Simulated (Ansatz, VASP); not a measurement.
**Two plane-wave programs on SnAs**

INCAR

```
PREC = Accurate ; ENCUT = 520
EDIFF = 1E-6 ; ISMEAR = -1
SIGMA = 0.05 ; LREAL = False
LASPH = True ; NELM = 100
ALGO = Normal ; ISIF = 2
LWAVE = False ; LCHARG = False
GGA = CA ; NBANDS = 16
```

KPOINTS

```
regular mesh
0
Gamma
  11 11 11
```

The input POSCAR:

```
SnAs
1.0
    0.0000000000      2.6706504039      2.6706504039
    2.6706504039      0.0000000000      2.6706504039
    2.6706504039      2.6706504039      0.0000000000
Sn As
1 1
Direct
    0.5000000000      0.5000000000      0.5000000000
    0.0000000000      0.0000000000      0.0000000000
```

Input for Ansatz:

```yaml
crystal:
  lattice:
    - [0.0, 2.6706504039, 2.6706504039]
    - [2.6706504039, 0.0, 2.6706504039]
    - [2.6706504039, 2.6706504039, 0.0]
  atoms:
    - { symbol: Sn, position: [0.5, 0.5, 0.5] }
    - { symbol: As, position: [0.0, 0.0, 0.0] }
kpoints:
  mp_grid: { grid: [11, 11, 11] }
  band_path:
    path:
      - [0.0, 0.0, 0.0]
      - [0.5, 0.0, 0.5]
      - [0.625, 0.25, 0.625]
      - [0.375, 0.375, 0.75]
      - [0.0, 0.0, 0.0]
      - [0.5, 0.5, 0.5]
      - [0.5, 0.25, 0.75]
      - [0.5, 0.0, 0.5]
    npoints: 6
scf:
  occupations: { method: fermi_dirac, width: 0.05 }
hamiltonian:
  xc: lda
  pseudopotentials: { kind: paw }
output:
  forces: true
  stress: true
  eigenvalues: true
  populations: true
```

Change from the starting cell: volume scaled by 0.8, PAW files.

Alike in both runs: task single point; functional LDA; k mesh 11 × 11 × 11; occupations fermi-dirac, width 0.05 eV; no spin polarisation.

```csv
,VASP,Ansatz
version,VASP 6.6.1,Ansatz 0.2.0
potentials or method,"VASP PAW LDA potentials, release 64 (Sn_d, As)","PAW with Ansatz's default frozen-core files, scalar-relativistic"
plane-wave cutoff (eV),520,420
valence electrons in the cell,19,29
```

```tsv
	VASP	Ansatz	Ansatz less VASP
pressure (GPa)	21.7	21.1	-0.60
```

The two sets of potentials don't hold the same shells in valence.

Caveats: so large a pressure means that the cell lies far from this level's equilibrium, or that cutoff or potentials fall short (VASP).
